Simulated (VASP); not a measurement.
Given:

```
CELL_PARAMETERS angstrom
      3.96301    -2.20187    -0.02289
      3.96301     2.20187    -0.02289
      2.76054     0.00000     3.59633
ATOMIC_POSITIONS crystal
  Bi 0.23725 0.23725 0.23725
  Bi 0.76275 0.76275 0.76275
```

Calculation: LDA (Ceperley-Alder, Perdew-Zunger), VASP's LDA PAW potentials (set 64) (plane waves; VASP). Run with 520 eV cut-off, 10×10×10 Γ-centred mesh, first-order Methfessel-Paxton smearing of 0.10 eV, potentials Bi_d.

Q: The ions and cell shape at fixed volume are relaxed. What does this cell relax into?

A: 
```
CELL_PARAMETERS angstrom
      3.91903    -2.21643    -0.04636
      3.91903     2.21643    -0.04636
      2.70861     0.00000     3.59679
ATOMIC_POSITIONS crystal
  Bi 0.24010 0.24010 0.24010
  Bi 0.75990 0.75990 0.75990
```
Space group R-3m (166), at a tolerance of 0.03 Å.

Q: How much energy does the relaxation gain?

A: The energy (σ→0) changes by -4.6 meV/atom, in 6 ionic steps.

The compound is Bi in the a7 structure. This cell is one point of a volume scan, at 0.94 of the reference volume. Symmetry was kept, so distortions that lower it aren't found.
